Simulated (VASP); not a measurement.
Given:

```
BaHfO3
1.0
    4.12301     0.00000     0.00000
    0.00000     4.12301     0.00000
    0.00000     0.00000     4.12301
Ba Hf O
1 1 3
Direct
  0.00000   0.00000   0.00000
  0.50000   0.50000   0.50000
  0.50000   0.00000   0.50000
  0.00000   0.50000   0.50000
  0.50000   0.50000   0.00000
```

Computed with LDA (Ceperley-Alder, Perdew-Zunger), VASP's LDA PAW potentials (set 64) (plane waves; VASP 6.6.1). Numerical set-up: 520 eV cut-off, 6×6×6 Γ-centred mesh, tetrahedra with Blöchl corrections, potentials Ba_sv Hf_pv O.

Unless said otherwise, spin-orbit coupling is left out, though it shifts the bands of the heavy elements here.

Estimate the energy per atom (σ→0), band gap (on the k-mesh) with the smallest direct gap where there is one.

| Quantity | Value |
|---|---|
| band gap (on the k-mesh) | 3.47 eV |
| smallest direct gap (on the k-mesh) | 3.64 eV |
| energy per atom (σ→0) | -9.531 eV/atom |

The compound is BaHfO3 in the cubic perovskite structure. It was relaxed first.
